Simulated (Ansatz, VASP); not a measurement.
## One calculation of YbN, two programs

```
Yb N
1.0
     0.00000    2.65285    2.65285
     2.65285    0.00000    2.65285
     2.65285    2.65285    0.00000
Yb N
1 1
Direct
  0.00000 0.00000 0.00000
  0.25000 0.25000 0.25000
```

Alike in both runs: task single point; functional PBE; k mesh 6 × 6 × 6; occupations gaussian, width 0.05 eV; collinear spin; Hubbard terms Yb f U = 6.0 eV.

|  | VASP | Ansatz |
| --- | --- | --- |
| version | VASP 6.6.1 | Ansatz 0.2.0 |
| potentials or method | VASP PAW PBE potentials, release 64 (Yb, N) | scalar-relativistic, plane waves, PAW |
| plane-wave cutoff (eV) | 520 | 420 |
| valence electrons in the cell | 29 | 29 |

```csv
,VASP,Ansatz,Ansatz less VASP
pressure (GPa),-4.1,-8.2,-4.07
net moment per atom (μB),0.50,0.50,0.000
size of the moment on the site where the two differ most (μB),0.51,0.99,+0.474
```

Site moments also hang on the region over which each program counts them. The programs project onto different local orbitals, so the same U acts differently.

 The state reached can hang on the start; a lower one may exist.
